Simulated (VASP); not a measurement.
VASP runs on InP (space group F-43m) share one base input (PBE GGA, plane waves, VASP's PBE PAW potentials (set 64)) and change the settings named in each case.

File KPOINTS:
```
Automatic mesh
0
Gamma
7 7 7
0 0 0
```

INCAR:
```
ALGO  =  Normal
EDIFF  =  1E-6
ENCUT  =  300
GGA  =  PE
ISIF  =  2
ISMEAR  =  -1
LASPH  =  T
LCHARG  =  F
LMAXMIX  =  4
LREAL  =  F
LWAVE  =  F
NELM  =  100
PREC  =  Accurate
SIGMA  =  0.02
SYSTEM  =  InP
```

### POSCAR
```
InP
1
    0.0000000000     2.9350000000     2.9350000000
    2.9350000000     0.0000000000     2.9350000000
    2.9350000000     2.9350000000     0.0000000000
In P
1 1
Direct
  0.0000000000   0.0000000000   0.0000000000
  0.2500000000   0.2500000000   0.2500000000
```

POTCAR, in this order: In_d P (PBE.64 set). Program: vasp_std.

| change | E(σ→0) (eV/atom) | pressure (GPa) |
|---|---|---|
| base run | -4.1898 | 2.61 |
| GGA = PS | -4.5743 | -0.06 |
| GGA_COMPAT = .FALSE., LNONCOLLINEAR = .TRUE., LSORBIT = .TRUE., MAGMOM = 0.0 0.0 0.0 0.0 0.0 0.0, program vasp_ncl | -4.2077 | 2.56 |
| KPOINTS 5×5×5 Γ-centred mesh | -4.1749 | 2.64 |
 Energies of different potentials or functionals have different zeros.  Unless said otherwise, spin-orbit coupling is left out, though it shifts the bands of the heavy elements here. At 300 eV the pressure can carry a Pulay error.

Left out are runs that ran out of time, are held back, or changed the cell or the kind of run, fixed moments of cells without a moment, rows past the twelfth, gaps on odd meshes, pressures of charged cells and columns that move by less than the noise.

The structure is a typed InP crystal (F-43m). The cell was not relaxed at this level.
